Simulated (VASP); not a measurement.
The system is RuS.

```xyz
2
Lattice="3.3690 0.0000 0.0000 -1.6845 2.9176 0.0000 0.0000 0.0000 3.2879" Properties=species:S:1:pos:R:3 pbc="T T T"
Ru    0.0000    0.0000    0.0000
S     1.6845    0.9725    1.6440
```

The cell comes from a database or a generator and needn't be the stable form of this composition.

| Quantity | Value |
| --- | --- |
| Program | VASP 6.6.1 |
| Task | relaxation of cell and atoms |
| Functional | LDA |
| Potentials or basis | VASP PAW LDA potentials, release 64 (Ru_pv, S) |
| Cutoff | 600 eV |
| k mesh | 7 × 7 × 6 |
| Occupations | fermi-dirac, width 0.05 eV |
| Spin | no spin polarisation |

At the start: pressure -23.4 GPa; volume 16.16 Å³/atom.

Problem. Where does the relaxation end?

Solution. Over 15 steps the energy falls by 244.5 meV/atom and the volume is 13.96 Å³/atom (-13.6 %); space group P-6m2 (No. 187, to 0.05 Å).

The path:
```tsv
step	energy change (eV)	largest force (eV/Å)	pressure (GPa)	volume (Å³)
1	0.0000	0.0000	-23.44	32.32
2	0.5134	0.0000	71.79	22.47
3	-0.4189	0.0000	-1.71	27.73
4	-0.4201	0.0000	-0.40	27.56
5	-0.4202	0.0000	0.31	27.47
6	-0.4221	0.0000	0.36	27.50
7	-0.4339	0.0000	0.37	27.56
8	-0.4675	0.0000	0.50	27.66
9	-0.4790	0.0000	1.76	27.79
10	-0.4870	0.0000	1.01	27.74
11	-0.4883	0.0000	1.16	27.76
12	-0.4874	0.0000	-1.58	28.16
13	-0.4889	0.0000	0.08	27.91
14	-0.4889	0.0000	0.12	27.91
15	-0.4890	0.0000	0.03	27.91
```

Final structure:
```yaml
crystal:
  lattice:
    - [3.35375, 0.00000, 0.00000]
    - [-1.67687, 2.90443, 0.00000]
    - [0.00000, 0.00000, 2.86573]
  atoms:
    - { symbol: Ru, position: [0.00000, 0.00000, 0.00000] }
    - { symbol: S, position: [0.66667, 0.33333, 0.50000] }
```
